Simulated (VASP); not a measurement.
Given:

```xyz
2
Lattice="0.0000 3.0652 3.0652 3.0652 0.0000 3.0652 3.0652 3.0652 0.0000" Properties=species:S:1:pos:R:3 pbc="T T T"
Pb     0.0000     0.0000     0.0000
Se     3.0652     3.0652     3.0652
```

These are TPSS meta-GGA, VASP's PBE PAW potentials (set 64) (plane waves; VASP) values and carry that method's errors. Settings: 520 eV cut-off, 7×7×7 Γ-centred mesh, Gaussian smearing of 0.050 eV, potentials Pb_d Se.

Problem. What does the run give for the energy per atom (σ→0), pressure?

Solution. 
* **energy per atom (σ→0)**: -7.917 eV/atom
* **pressure**: 1.63 GPa

Total energies compare only between runs with the same potentials, cut-off and functional.

The compound is PbSe in the rock salt structure. This cell is one point of a volume scan, at 0.97 of the reference volume.
